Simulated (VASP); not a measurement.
Method: PBE GGA, VASP's PBE PAW potentials (set 64) (plane waves; VASP).

Input for VASP

**POSCAR**
```
ZrC
1
    0.0000000000     2.3500000000     2.3500000000
    2.3500000000     0.0000000000     2.3500000000
    2.3500000000     2.3500000000     0.0000000000
Zr C
1 1
Direct
  0.0000000000   0.0000000000   0.0000000000
  0.5000000000   0.5000000000   0.5000000000
```

INCAR:
```
# general
SYSTEM  = ZrC
PREC    = Accurate
ENCUT   = 750
LREAL   = .False.
LASPH   = .True.

# electronic loop
EDIFF   = 1E-6
NELM    = 100
ALGO    = Normal
LMAXMIX = 4

# smearing
ISMEAR  = 1
SIGMA   = 0.1

# functional
GGA     = PE

# ions
ISIF    = 2

# output
LWAVE   = .False.
LCHARG  = .False.
```

File KPOINTS:
```
Automatic mesh
0
Gamma
12 12 12
0 0 0
```

POTCAR, in this order: Zr_sv C (PBE.64 set). Program: vasp_std.

The resulting files:

### OSZICAR
```
       N       E                     dE             d eps       ncg     rms          rms(c)
DAV:   1     0.142487014982E+03    0.14249E+03   -0.11305E+04  1728   0.181E+03
DAV:   2    -0.150322926111E+02   -0.15752E+03   -0.14900E+03  1996   0.380E+02
DAV:   3    -0.225647181123E+02   -0.75324E+01   -0.73047E+01  2508   0.761E+01
DAV:   4    -0.229279244003E+02   -0.36321E+00   -0.36291E+00  2340   0.148E+01
DAV:   5    -0.229343959935E+02   -0.64716E-02   -0.64713E-02  2404   0.183E+00    0.212E+01
DAV:   6    -0.196053142678E+02    0.33291E+01   -0.16590E+01  1944   0.285E+01    0.810E+00
DAV:   7    -0.194743957885E+02    0.13092E+00   -0.77454E-01  2040   0.720E+00    0.591E+00
DAV:   8    -0.194670451001E+02    0.73507E-02   -0.14089E-01  1848   0.360E+00    0.143E+00
DAV:   9    -0.194629928299E+02    0.40523E-02   -0.31087E-02  2144   0.121E+00    0.471E-01
DAV:  10    -0.194633254146E+02   -0.33258E-03   -0.20523E-03  2004   0.588E-01    0.356E-01
DAV:  11    -0.194631438231E+02    0.18159E-03   -0.69070E-04  1960   0.216E-01    0.175E-02
DAV:  12    -0.194631417947E+02    0.20284E-05   -0.11674E-05  2516   0.391E-02    0.122E-02
DAV:  13    -0.194631413317E+02    0.46304E-06   -0.34657E-07  1136   0.655E-03
   1 F= -.19463141E+02 E0= -.19463031E+02  d E =-.330216E-03
```

OUTCAR:
```
------------------------ aborting loop because EDIFF is reached ----------------------------------------
  FORCE on cell =-STRESS in cart. coord.  units (eV):
  Direction    XX          YY          ZZ          XY          YZ          ZX
  --------------------------------------------------------------------------------------
  Total        0.2451857      0.2451857      0.2451857     -0.0000000      0.0000000      0.0000000
  in kB       15.1346392     15.1346392     15.1346392     -0.0000000      0.0000000      0.0000000
  external PRESSURE =      15.1346392 kB  Pullay stress =       0.0000000 kB
  volume of cell :       25.96
      direct lattice vectors                 reciprocal lattice vectors
     0.000000000  2.350000000  2.350000000    -0.212765957  0.212765957  0.212765957
     2.350000000  0.000000000  2.350000000     0.212765957 -0.212765957  0.212765957
     2.350000000  2.350000000  0.000000000     0.212765957  0.212765957 -0.212765957
 POSITION                                       TOTAL-FORCE (eV/Angst)
 -----------------------------------------------------------------------------------
      0.00000      0.00000      0.00000         0.000000      0.000000      0.000000
      2.35000      2.35000      2.35000        -0.000000      0.000000     -0.000000
 -----------------------------------------------------------------------------------
    total drift:                               -0.000000      0.000000      0.000000
  FREE ENERGIE OF THE ION-ELECTRON SYSTEM (eV)
  ---------------------------------------------------
  free  energy   TOTEN  =       -19.4631413317 eV

  energy  without entropy=      -19.4628111155  energy(sigma->0) =      -19.46303126
```
(Selected blocks of OUTCAR.)

The compound is ZrC in the rock salt structure. The cell was not relaxed at this level. The run is one of a series of settings (ENCUT = 750 against the base run), some of them coarse on purpose.
